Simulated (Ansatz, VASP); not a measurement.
# H18C11O9 (amorphous polycarbonate of ethylene at 300 K): VASP beside Ansatz, part 2 of 2

One calculation is typed for both programs; each brings its own data sets. How far apart do they land? Of the first pair: The structure shown is the start of the Ansatz relaxation below; VASP solves that cell, so the two are compared at the walk's first step.

VASP 6.6.1 and Ansatz 0.2.0.

So far. Step 3 (VASP: single point, LDA, start cell, pair 1): The run ends at a pressure of 0.74 GPa, with forces up to 1.6 eV/Å.

## Step 5: Ansatz: relaxation, LDA

Level of this step: Ansatz beside VASP: Kohn-Sham DFT, plane waves, LDA (Ansatz).

This run makes the geometry at which the two programs are then compared.

The structure compared here is the end of the Ansatz relaxation.

input.yaml

```yaml
crystal:
  lattice:
    - [10.95659, 0.2197, -0.17602]
    - [0.21767, 10.75279, 0.11979]
    - [-0.17482, 0.11803, 11.28177]
  atoms:
    - { symbol: C, position: [0.08624, 0.53586, 0.86845] }
    - { symbol: O, position: [0.09077, 0.46303, 0.76487] }
    - { symbol: C, position: [0.01524, 0.36864, 0.76096] }
    - { symbol: O, position: [0.94679, 0.33693, 0.83762] }
    - { symbol: O, position: [0.02753, 0.31454, 0.65758] }
    - { symbol: C, position: [0.94003, 0.22327, 0.62848] }
    - { symbol: C, position: [0.96487, 0.18097, 0.50732] }
    - { symbol: O, position: [0.0791, 0.11473, 0.51098] }
    - { symbol: C, position: [0.09851, 0.04646, 0.4169] }
    - { symbol: O, position: [0.02889, 0.03471, 0.33312] }
    - { symbol: O, position: [0.20782, 0.9907, 0.4316] }
    - { symbol: C, position: [0.2468, 0.92378, 0.33144] }
    - { symbol: C, position: [0.27929, 0.00842, 0.23129] }
    - { symbol: O, position: [0.38758, 0.07381, 0.25789] }
    - { symbol: C, position: [0.37342, 0.18902, 0.29595] }
    - { symbol: O, position: [0.27735, 0.24187, 0.31374] }
    - { symbol: O, position: [0.48382, 0.23512, 0.30998] }
    - { symbol: C, position: [0.49272, 0.35881, 0.35384] }
    - { symbol: C, position: [0.61005, 0.36683, 0.42514] }
    - { symbol: C, position: [0.72203, 0.37463, 0.35109] }
    - { symbol: H, position: [0.00419, 0.59725, 0.86219] }
    - { symbol: H, position: [0.0842, 0.47665, 0.94931] }
    - { symbol: H, position: [0.16854, 0.59233, 0.86888] }
    - { symbol: H, position: [0.94623, 0.14569, 0.6945] }
    - { symbol: H, position: [0.84736, 0.26556, 0.63029] }
    - { symbol: H, position: [0.97075, 0.26144, 0.44519] }
    - { symbol: H, position: [0.89034, 0.12211, 0.47378] }
    - { symbol: H, position: [0.17351, 0.8624, 0.29967] }
    - { symbol: H, position: [0.32733, 0.86852, 0.36343] }
    - { symbol: H, position: [0.20374, 0.07394, 0.20727] }
[... 116 atom lines left out ...]
    - { symbol: H, position: [0.97618, 0.02992, 0.891] }
    - { symbol: H, position: [0.11375, 0.801, 0.80228] }
    - { symbol: H, position: [0.00494, 0.89272, 0.71978] }
    - { symbol: H, position: [0.25368, 0.98379, 0.81952] }
    - { symbol: H, position: [0.21636, 0.95422, 0.66767] }
    - { symbol: H, position: [0.14438, 0.07937, 0.7389] }
kpoints:
  mp_grid: { grid: [1, 1, 1] }
hamiltonian:
  xc: lda
scf:
  occupations: { method: fixed }
output:
  forces: true
  eigenvalues: true
  stress: true
relax:
  f_tol: 0.05
  max_steps: 70
```

Launch:

```
> ansatz run input.yaml --threads 4 --pin off --max-ram 8192MiB --backend cpu --events-out ev --progress --plain --runs-dir out
```

Numbers of over 12 decimals in the logs are rounded to 6 here.

The program printed:

```text
[...]
Crystal: 152 atoms, lattice volume = 1328.115 Å³
Basis set: ecut = 420 eV, 25915 PW (Γ)
Bands: 384, of which v1, the nominal top of the filled ones, is band 232 counted from 1 (231 counted from 0)
Symmetry: 1 space group operations
[...]
k-points: 1
[...]
SCF iter   1: F=—  HF=-31790.153136 eV  |F-HF|=—  |Δ(HF+E_count)|=         —  Δρ=1.20e-2  dr2=1.44e0  ethr=1.77e-3  ⟨swp⟩=5.0  Hψ=1324  notcnv=0  defer=148
[...]
- { symbol: O, position: [0.876947, 0.687145, 0.026286] }
    - { symbol: C, position: [0.968336, 0.763437, 0.014591] }
    - { symbol: O, position: [0.067637, 0.751993, 0.064560] }
    - { symbol: O, position: [0.931226, 0.854049, 0.939098] }
    - { symbol: C, position: [0.020716, 0.938489, 0.903053] }
    - { symbol: C, position: [0.075941, 0.898636, 0.789375] }
    - { symbol: C, position: [0.175434, 0.983717, 0.754697] }
[...]
- { symbol: H, position: [0.00333814, 0.896202, 0.719334] }
    - { symbol: H, position: [0.250295, 0.983116, 0.822460] }
    - { symbol: H, position: [0.214642, 0.956781, 0.669759] }
    - { symbol: H, position: [0.140616, 0.081042, 0.742672] }
```

## Step 6: VASP: single point, LDA, relaxed cell, pair 2

The same cell, functional (in two slightly different forms) and mesh now go to VASP, with its own data sets.

INCAR

```
SYSTEM = H18C11O9
PREC = Accurate
ENCUT = 600
EDIFF = 1E-06
NELM = 120
ISMEAR = 0
SIGMA = 0.01
LREAL = Auto
ALGO = Normal
GGA = CA
NBANDS = 338
LORBIT = 11
LWAVE = .FALSE.
LCHARG = .FALSE.
ISIF = 2
LASPH = .TRUE.
GGA_COMPAT = .FALSE.
EFERMI = MIDGAP
```

POSCAR

```
H18C11O9
1.0
   10.9565900000      0.2197000000     -0.1760200000
    0.2176700000     10.7527900000      0.1197900000
   -0.1748200000      0.1180300000     11.2817700000
C O H
44 36 72
Direct
    0.0880100000      0.5354600000      0.8670400000
    0.0162800000      0.3692100000      0.7604700000
    0.9388800000      0.2259600000      0.6286000000
    0.9632900000      0.1823600000      0.5076100000
    0.0993000000      0.0472200000      0.4175700000
    0.2501500000      0.9243000000      0.3329300000
    0.2822000000      0.0088800000      0.2331600000
    0.3747700000      0.1886300000      0.2972000000
    0.4921800000      0.3576300000      0.3538600000
    0.6094400000      0.3656500000      0.4248700000
    0.7213900000      0.3720400000      0.3508300000
    0.3434500000      0.7399000000      0.5830800000
    0.3619700000      0.7589000000      0.7884800000
    0.3396500000      0.7816300000      0.9933800000
    0.4070100000      0.6907400000      0.0770400000
    0.5077500000      0.7056900000      0.2595200000
    0.6057900000      0.7325300000      0.4405700000
    0.7311800000      0.7599700000      0.4008700000
    0.7298600000      0.9778400000      0.3559500000
    0.6642600000      0.0404600000      0.1648200000
    0.5871000000      0.9915000000      0.0661900000
    0.6422700000      0.8767500000      0.0113100000
    0.7140800000      0.9270500000      0.7162700000
    0.5433500000      0.0458300000      0.6548200000
    0.3770500000      0.1757200000      0.5997200000
    0.3166900000      0.2951400000      0.6344600000
    0.4482600000      0.4448800000      0.7063200000
    0.6042700000      0.5783500000      0.7558400000
    0.7248200000      0.5105600000      0.7767200000
    0.8660800000      0.5966200000      0.6517400000
[... 116 atom lines left out ...]
    0.9718400000      0.0300800000      0.8925000000
    0.1126700000      0.8018200000      0.8009100000
    0.0033400000      0.8962000000      0.7193300000
    0.2503000000      0.9831200000      0.8224600000
    0.2146400000      0.9567800000      0.6697600000
    0.1406200000      0.0810400000      0.7426700000
```

KPOINTS

```
Automatic mesh
0
Gamma
1 1 1
0 0 0
```

Potentials, in the order of the species: C, O and H (LDA family, release 64).

Launch:

```
> export OMP_NUM_THREADS=4
> mpirun -np 1 vasp_gam
```

The program printed:

```text
[... set-up lines as in an earlier step ...]
 entering main loop
       N       E                     dE             d eps       ncg     rms          rms(c)
DAV:   1     0.376112723015E+04    0.37611E+04   -0.28296E+05   684   0.148E+03
DAV:   2    -0.666059116851E+03   -0.44272E+04   -0.41952E+04   846   0.338E+02
DAV:   3    -0.104617693588E+04   -0.38012E+03   -0.37648E+03   824   0.101E+02
DAV:   4    -0.105437337194E+04   -0.81964E+01   -0.81578E+01   832   0.160E+01
[...]
DAV:  16    -0.975813676716E+03    0.23007E-04   -0.23060E-05   848   0.264E-02    0.699E-03
DAV:  17    -0.975813673012E+03    0.37034E-05   -0.29261E-05   848   0.173E-02    0.481E-03
DAV:  18    -0.975813673009E+03    0.36343E-08   -0.75433E-06   816   0.661E-03
   1 F= -.97581367E+03 E0= -.97581367E+03  d E =0.000000E+00
```

OUTCAR, selected parts (step 6):

```text
  FREE ENERGIE OF THE ION-ELECTRON SYSTEM (eV)
  ---------------------------------------------------
  free  energy   TOTEN  =      -975.8136730088 eV

  energy  without entropy=     -975.8136730088  energy(sigma->0) =     -975.81367301
```

The run ends at a pressure of 0.70 GPa, with forces up to 0.60 eV/Å.

## Step 7: Differences

What differs besides the data sets and the points named for the pairs above, as far as they apply: the cutoff is 420 eV in Ansatz and 600 eV in VASP (PREC = Accurate, projectors in real space). Total energies have different zeros and are not compared.

The two programs side by side:

```csv
quantity,Ansatz,VASP,difference
pressure (GPa),0.01,0.70,-0.69
gap on the k mesh (eV),5.757,5.744,+0.013
```

Forces on 7 of the 152 atoms, those with the largest forces and the largest differences (eV/Å; atoms numbered as in POSCAR):

```csv
atom,"Ansatz x, y, z","VASP x, y, z"
O49,"0.000, -0.001, -0.001","-0.365, -0.072, -0.465"
O55,"0.001, 0.000, -0.003","0.442, 0.378, -0.034"
O58,"-0.005, -0.002, 0.000","0.324, -0.474, -0.104"
O61,"0.001, -0.002, 0.007","0.068, 0.549, 0.175"
O64,"-0.004, 0.001, -0.001","-0.111, -0.349, -0.438"
O67,"0.003, -0.004, -0.002","-0.129, -0.093, 0.559"
O70,"0.005, 0.001, -0.002","0.054, 0.468, 0.331"
```

The forces differ by 122 meV/Å r.m.s., where the r.m.s. force is 0.004 eV/Å in Ansatz and 0.122 eV/Å in VASP: the atoms lie near their places of rest in Ansatz, so a percentage would say little (all taken over all components). A gap on the mesh is an upper bound, since the band edges may lie between its points.

## Step 8: Results

```json
{"r.m.s. force difference (single point, LDA, start cell, pair 1)": "55 % of the r.m.s. force", "r.m.s. force difference (single point, LDA, relaxed cell, pair 2)": "122 meV/Å", "difference in pressure (single point, LDA, relaxed cell, pair 2)": "-0.69 GPa"}
```

**Reading.** The r.m.s. force difference is 55 % of the r.m.s. force (single point, LDA, start cell, pair 1), beyond the 3 % picked in this series as the mark of a large difference. What causes the difference of the single point, LDA, start cell, pair 1 pair stays open here. What causes the difference of the single point, LDA, relaxed cell, pair 2 pair stays open here. Such differences can come from data sets, numerical settings and the points named under the comparisons, not from the functional's error against experiment.

[Lines on the potential files, build, host, timing and source positions are cut from VASP's logs without a mark.]

[Logs are printed without paths, hosts, clocks, repeated set-up lines and the standing remarks that a program may print on its own settings, such as how far it seeks lower states.]

[Hosts, paths, dates, database ids (printed as entryN), source tags and the programs' standing remarks are cut or masked in the printed files.]
